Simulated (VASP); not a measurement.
Calculation: PBEsol GGA, VASP's PBE PAW potentials (set 64) (plane waves; VASP).

VASP input:

KPOINTS:
```
Automatic mesh
0
Gamma
10 7 1
0 0 0
```

### INCAR
```
! general
SYSTEM   =  CoGa(110) slab
PREC     =  Normal
ENCUT    =  400
LREAL    =  .FALSE.
LASPH    =  .TRUE.   ! aspherical one-centre terms

! electronic loop
EDIFF    =  1E-5
NELM     =  100
NELMIN   =  4
ALGO     =  Normal
LMAXMIX  =  4

! smearing
ISMEAR   =  1   ! Methfessel-Paxton
SIGMA    =  0.1

! functional
GGA      =  PS   ! PBEsol

! ions
IBRION   =  2   ! conjugate gradients
NSW      =  50
ISIF     =  2
EDIFFG   =  -0.03

! output
LWAVE    =  .TRUE.
LCHARG   =  .FALSE.

! other
LDIPOL   =  .TRUE.
IDIPOL   =  3
DIPOL    =  0.5 0.5 0.5
```

POSCAR:
```
CoGa(110) slab
1
    2.8402167332     0.0000000000     0.0000000000
    0.0000000000     4.0166729653     0.0000000000
    0.0000000000     0.0000000000    24.8344783915
Ga Co
5 5
Direct
  0.5000000000   0.0000000000   0.3382620000
  0.5000000000   0.5000000000   0.4191310000
  0.5000000000   0.0000000000   0.5000000000
  0.5000000000   0.5000000000   0.5808690000
  0.5000000000   0.0000000000   0.6617380000
  0.0000000000   0.5000000000   0.3382620000
  0.0000000000   0.0000000000   0.4191310000
  0.0000000000   0.5000000000   0.5000000000
  0.0000000000   0.0000000000   0.5808690000
  0.0000000000   0.5000000000   0.6617380000
```

POTCAR, in this order: Ga_d Co (PBE.64 set). Program: vasp_std.

The run wrote:

File OSZICAR:
```
...
DAV:  25    -0.561309956826E+02   -0.90511E-05   -0.72089E-06  2150   0.208E-02
   1 F= -.56130996E+02 E0= -.56130041E+02  d E =-.561310E+02
       N       E                     dE             d eps       ncg     rms          rms(c)
DAV:   1    -0.561568861678E+02   -0.25900E-01   -0.42215E+01  3260   0.256E+01    0.631E-01
DAV:   2    -0.563103275388E+02   -0.15344E+00   -0.15671E+00  4078   0.810E+00    0.125E+00
DAV:   3    -0.563171609986E+02   -0.68335E-02   -0.22053E-01  4368   0.447E+00    0.125E+00
DAV:   4    -0.563093351162E+02    0.78259E-02   -0.56764E-02  3974   0.248E+00    0.497E-01
DAV:   5    -0.563087443789E+02    0.59074E-03   -0.99988E-03  4276   0.970E-01    0.430E-01
DAV:   6    -0.563093826280E+02   -0.63825E-03   -0.11887E-02  3788   0.126E+00    0.544E-01
DAV:   7    -0.563071271775E+02    0.22555E-02   -0.74395E-03  4782   0.114E+00    0.141E-01
DAV:   8    -0.563070032318E+02    0.12395E-03   -0.14364E-03  3940   0.387E-01    0.395E-02
DAV:   9    -0.563069999770E+02    0.32549E-05   -0.18382E-04  3740   0.135E-01    0.233E-02
DAV:  10    -0.563069960671E+02    0.39099E-05   -0.36772E-05  2778   0.688E-02
   2 F= -.56306996E+02 E0= -.56305245E+02  d E =-.176000E+00
       N       E                     dE             d eps       ncg     rms          rms(c)
DAV:   1    -0.561263350735E+02    0.18066E+00   -0.67055E+01  3262   0.329E+01    0.798E-01
DAV:   2    -0.563788176244E+02   -0.25248E+00   -0.26375E+00  3900   0.103E+01    0.977E-01
DAV:   3    -0.563909680866E+02   -0.12150E-01   -0.27777E-01  4410   0.418E+00    0.959E-01
DAV:   4    -0.563900358173E+02    0.93227E-03   -0.56844E-02  3876   0.270E+00    0.828E-01
DAV:   5    -0.563856383150E+02    0.43975E-02   -0.12738E-02  3658   0.138E+00    0.368E-01
DAV:   6    -0.563960983316E+02   -0.10460E-01   -0.35824E-02  4414   0.214E+00    0.134E+00
DAV:   7    -0.563837990446E+02    0.12299E-01   -0.33998E-02  4044   0.236E+00    0.153E-01
DAV:   8    -0.563838824454E+02   -0.83401E-04   -0.37630E-03  3968   0.461E-01    0.505E-02
DAV:   9    -0.563838827400E+02   -0.29462E-06   -0.30372E-04  3810   0.178E-01    0.333E-02
DAV:  10    -0.563838707932E+02    0.11947E-04   -0.45844E-05  3108   0.962E-02    0.124E-02
DAV:  11    -0.563838758680E+02   -0.50748E-05   -0.32442E-05  2744   0.392E-02
   3 F= -.56383876E+02 E0= -.56382984E+02  d E =-.252880E+00
       N       E                     dE             d eps       ncg     rms          rms(c)
DAV:   1    -0.563705790267E+02    0.13292E-01   -0.15077E+01  4002   0.152E+01    0.653E-01
DAV:   2    -0.565653249709E+02   -0.19475E+00   -0.10347E+00  4736   0.110E+01    0.450E+00
DAV:   3    -0.564202781521E+02    0.14505E+00   -0.32371E-01  3968   0.761E+00    0.393E-01
DAV:   4    -0.564223350076E+02   -0.20569E-02   -0.32250E-02  3952   0.125E+00    0.241E-01
DAV:   5    -0.564224206990E+02   -0.85691E-04   -0.38791E-03  4288   0.656E-01    0.261E-01
DAV:   6    -0.564222165116E+02    0.20419E-03   -0.21812E-03  4060   0.525E-01    0.176E-01
DAV:   7    -0.564219829366E+02    0.23357E-03   -0.75375E-04  4798   0.373E-01    0.732E-02
DAV:   8    -0.564219557431E+02    0.27194E-04   -0.27864E-04  3990   0.214E-01    0.198E-02
DAV:   9    -0.564219564523E+02   -0.70918E-06   -0.52711E-05  2904   0.632E-02
   4 F= -.56421956E+02 E0= -.56421331E+02  d E =-.380806E-01
       N       E                     dE             d eps       ncg     rms          rms(c)
DAV:   1    -0.564006329415E+02    0.21323E-01   -0.92839E+00  3978   0.118E+01    0.536E-01
DAV:   2    -0.565306551175E+02   -0.13002E+00   -0.65862E-01  4744   0.880E+00    0.374E+00
DAV:   3    -0.564288238332E+02    0.10183E+00   -0.20668E-01  3986   0.629E+00    0.320E-01
DAV:   4    -0.564303638439E+02   -0.15400E-02   -0.20309E-02  3940   0.965E-01    0.219E-01
DAV:   5    -0.564305578249E+02   -0.19398E-03   -0.34726E-03  4264   0.656E-01    0.259E-01
DAV:   6    -0.564302134811E+02    0.34434E-03   -0.12664E-03  3892   0.412E-01    0.113E-01
DAV:   7    -0.564301421863E+02    0.71295E-04   -0.40515E-04  4366   0.215E-01    0.667E-02
DAV:   8    -0.564301149629E+02    0.27223E-04   -0.18859E-04  3874   0.182E-01    0.125E-02
DAV:   9    -0.564301164386E+02   -0.14757E-05   -0.29292E-05  2548   0.430E-02
   5 F= -.56430116E+02 E0= -.56429565E+02  d E =-.462406E-01
       N       E                     dE             d eps       ncg     rms          rms(c)
DAV:   1    -0.564300765556E+02    0.38407E-04   -0.35456E-02  3976   0.722E-01    0.314E-02
DAV:   2    -0.564305314382E+02   -0.45488E-03   -0.21427E-03  4794   0.525E-01    0.234E-01
DAV:   3    -0.564301561302E+02    0.37531E-03   -0.90412E-04  3948   0.382E-01    0.205E-02
DAV:   4    -0.564301658036E+02   -0.96734E-05   -0.65803E-05  3144   0.601E-02
   6 F= -.56430166E+02 E0= -.56429613E+02  d E =-.462899E-01
       N       E                     dE             d eps       ncg     rms          rms(c)
DAV:   1    -0.564306633525E+02   -0.50722E-03   -0.21716E+00  3258   0.513E+00    0.179E-01
DAV:   2    -0.564409222983E+02   -0.10259E-01   -0.67488E-02  5324   0.265E+00    0.963E-01
DAV:   3    -0.564350108375E+02    0.59115E-02   -0.19446E-02  3698   0.169E+00    0.125E-01
DAV:   4    -0.564351740222E+02   -0.16318E-03   -0.24006E-03  4162   0.332E-01    0.124E-01
DAV:   5    -0.564353203805E+02   -0.14636E-03   -0.14404E-03  3706   0.420E-01    0.197E-01
DAV:   6    -0.564351735770E+02    0.14680E-03   -0.13349E-03  3340   0.413E-01    0.990E-02
DAV:   7    -0.564351097164E+02    0.63861E-04   -0.30955E-04  4048   0.208E-01    0.179E-02
DAV:   8    -0.564351083912E+02    0.13252E-05   -0.43614E-05  3022   0.979E-02
   7 F= -.56435108E+02 E0= -.56434509E+02  d E =-.494259E-02
       N       E                     dE             d eps       ncg     rms          rms(c)
DAV:   1    -0.564343393657E+02    0.77035E-03   -0.85159E-01  3256   0.320E+00    0.116E-01
DAV:   2    -0.564386645418E+02   -0.43252E-02   -0.26875E-02  5180   0.171E+00    0.648E-01
DAV:   3    -0.564359683783E+02    0.26962E-02   -0.87987E-03  3708   0.114E+00    0.752E-02
DAV:   4    -0.564360790075E+02   -0.11063E-03   -0.11691E-03  4376   0.228E-01    0.898E-02
DAV:   5    -0.564361041278E+02   -0.25120E-04   -0.57120E-04  3336   0.267E-01    0.107E-01
DAV:   6    -0.564360726583E+02    0.31469E-04   -0.40207E-04  3282   0.227E-01    0.533E-02
DAV:   7    -0.564360572175E+02    0.15441E-04   -0.10880E-04  3474   0.119E-01    0.139E-02
DAV:   8    -0.564360563966E+02    0.82091E-06   -0.17229E-05  2196   0.680E-02
   8 F= -.56436056E+02 E0= -.56435433E+02  d E =-.589059E-02
       N       E                     dE             d eps       ncg     rms          rms(c)
DAV:   1    -0.564360492616E+02    0.79560E-05   -0.60852E-03  3246   0.270E-01    0.123E-02
DAV:   2    -0.564360973371E+02   -0.48075E-04   -0.24666E-04  4234   0.180E-01    0.759E-02
DAV:   3    -0.564360590462E+02    0.38291E-04   -0.12164E-04  3032   0.136E-01    0.551E-03
DAV:   4    -0.564360620041E+02   -0.29579E-05   -0.12979E-05  1978   0.254E-02
   9 F= -.56436062E+02 E0= -.56435442E+02  d E =-.589620E-02
       N       E                     dE             d eps       ncg     rms          rms(c)
DAV:   1    -0.564361303625E+02   -0.71316E-04   -0.22385E-01  3178   0.145E+00    0.566E-02
DAV:   2    -0.564371182813E+02   -0.98792E-03   -0.62739E-03  4934   0.744E-01    0.314E-01
DAV:   3    -0.564364923846E+02    0.62590E-03   -0.21476E-03  4210   0.541E-01    0.390E-02
DAV:   4    -0.564365151192E+02   -0.22735E-04   -0.21804E-04  3784   0.956E-02    0.436E-02
DAV:   5    -0.564365263879E+02   -0.11269E-04   -0.14507E-04  3182   0.138E-01    0.588E-02
DAV:   6    -0.564365205033E+02    0.58846E-05   -0.10458E-04  3012   0.107E-01    0.282E-02
DAV:   7    -0.564365132626E+02    0.72408E-05   -0.36012E-05  2728   0.559E-02
  10 F= -.56436513E+02 E0= -.56435810E+02  d E =-.451258E-03
```

**OUTCAR**
```
------------------------ aborting loop because EDIFF is reached ----------------------------------------
  FORCE on cell =-STRESS in cart. coord.  units (eV):
  Direction    XX          YY          ZZ          XY          YZ          ZX
  --------------------------------------------------------------------------------------
  Total       -7.2724317     -6.4031454     -0.0932496      0.0000000      0.0000000      0.0000000
  in kB      -41.1260724    -36.2102020     -0.5273324      0.0000000      0.0000000      0.0000000
  external PRESSURE =     -25.9545356 kB  Pullay stress =       0.0000000 kB
  volume of cell :      283.32
      direct lattice vectors                 reciprocal lattice vectors
     2.840216733  0.000000000  0.000000000     0.352085807  0.000000000  0.000000000
     0.000000000  4.016672965  0.000000000     0.000000000  0.248962265  0.000000000
     0.000000000  0.000000000 24.834478391     0.000000000  0.000000000  0.040266600
 POSITION                                       TOTAL-FORCE (eV/Angst)
 -----------------------------------------------------------------------------------
      1.42011      0.00000      8.22220        -0.000000      0.000000     -0.009778
      1.42011      2.00834     10.41596        -0.000000      0.000000     -0.027013
      1.42011      0.00000     12.41724        -0.000000     -0.000000     -0.000000
      1.42011      2.00834     14.41852        -0.000000     -0.000000      0.027013
      1.42011      4.01667     16.61228        -0.000000      0.000000      0.009778
      0.00000      2.00834      8.52066         0.000000      0.000000     -0.025464
      0.00000      4.01667     10.43572        -0.000000      0.000000     -0.005564
      0.00000      2.00834     12.41724        -0.000000     -0.000000     -0.000000
      0.00000      0.00000     14.39876         0.000000     -0.000000      0.005564
      0.00000      2.00834     16.31382        -0.000000     -0.000000      0.025464
 -----------------------------------------------------------------------------------
    total drift:                                0.000000     -0.000000      0.000000
  FREE ENERGIE OF THE ION-ELECTRON SYSTEM (eV)
  ---------------------------------------------------
  free  energy   TOTEN  =       -56.4365132626 eV

  energy  without entropy=      -56.4344021220  energy(sigma->0) =      -56.43580955

 reached required accuracy - stopping structural energy minimisation
```
(Selected blocks of OUTCAR.)

### CONTCAR
```
CoGa(110) slab
   1.00000000000000
     2.8402167332000001    0.0000000000000000    0.0000000000000000
     0.0000000000000000    4.0166729652999997    0.0000000000000000
     0.0000000000000000    0.0000000000000000   24.8344783914999994
  Ga              Co
     5     5
Direct
     0.5000000000000000    0.0000000000000000    0.3310799156654683
     0.5000000000000000    0.5000000000000000    0.4194151789007085
     0.5000000000000000    0.0000000000000000    0.5000000000000000
     0.5000000000000000    0.5000000000000000    0.5805848210992913
     0.5000000000000000    1.0000000000000000    0.6689200843345315
     0.0000000000000000    0.5000000000000000    0.3430978382432944
     0.0000000000000000    1.0000000000000000    0.4202109438429615
     0.0000000000000000    0.5000000000000000    0.5000000000000000
     0.0000000000000000    0.0000000000000000    0.5797890561570385
     0.0000000000000000    0.5000000000000000    0.6569021617567058
```

The cell is a thin slab with vacuum, built from CoGa (CsCl type): (110) face. The run is not spin-polarised, so no magnetic state was tried.
